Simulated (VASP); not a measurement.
Set up this calculation in VASP 6.6.1, as the native input.

```
Task                   : relaxation of shape and atoms at fixed volume
Functional             : PBEsol
Potentials or basis    : VASP PAW PBE potentials, release 64 (Ti_sv, Te)
Cutoff                 : 600 eV
k mesh                 : 12 × 12 × 6
Occupations            : methfessel-paxton, width 0.1 eV
Spin                   : no spin polarisation
Further INCAR settings : ALGO = Normal; EDIFF = 1e-07; IBRION = 2; EDIFFG = -0.01; NSW = 40; ISIF = 4
```

The structure of TiTe2 lies in POSCAR:

```
TiTe2                                   
1.0
    3.6723471050      0.0000000000     -0.0000000000
   -1.8361735526      3.1803458845     -0.0000000000
    0.0000000000      0.0000000000      6.3923394937
  Ti              Te            
     1     2
Direct
     0.0000000000000000    1.0000000000000000    0.0000000000000000
     0.6666666667000030    0.3333333332999970    0.2677859823736157
     0.3333333332999970    0.6666666667000030    0.7322140176263843
```

The cell isn't the ideal one: a relaxed cell with its volume scaled by 0.98.

One way to write it, as run:

INCAR

```
SYSTEM = TiTe2
  PREC = Accurate
  ENCUT = 600
  EDIFF = 1E-7
  ISMEAR = 1
  SIGMA = 0.1
  LREAL = .FALSE.
  LASPH = .TRUE.
  NELM = 80
  ALGO = Normal
  ISIF = 4
  LWAVE = .FALSE.
  LCHARG = .FALSE.
  GGA = PS
  IBRION = 2
  NSW = 40
  EDIFFG = -0.01
```

KPOINTS

```
regular mesh
0
G
  12 12 6
  0 0 0
```

Potentials or basis: VASP PAW PBE potentials, release 64 (Ti_sv, Te).

Command:

```console
$ cat potpaw_PBE.64/Ti_sv/POTCAR potpaw_PBE.64/Te/POTCAR > POTCAR
$ mpirun -np 1 vasp_std > vasp.out
```

Results of the run:

```
Energy gained by relaxing : 1.1 meV/atom
Ionic steps               : 5
Pressure after relaxing   : 0.8 GPa
Band gap on the k mesh    : none (metal or under the smearing width)
```

Caveat: the PAW data sets were made with another functional, which shifts forces and pressure a little; this functional lacks dispersion, which binds the layers, so the pressure and a relaxed spacing across them are unreliable.

Run time: 8.1 min on 1 thread of Intel(R) Xeon(R) Platinum 8488C (Sapphire Rapids) (shared host), peak memory 0.33 GiB.
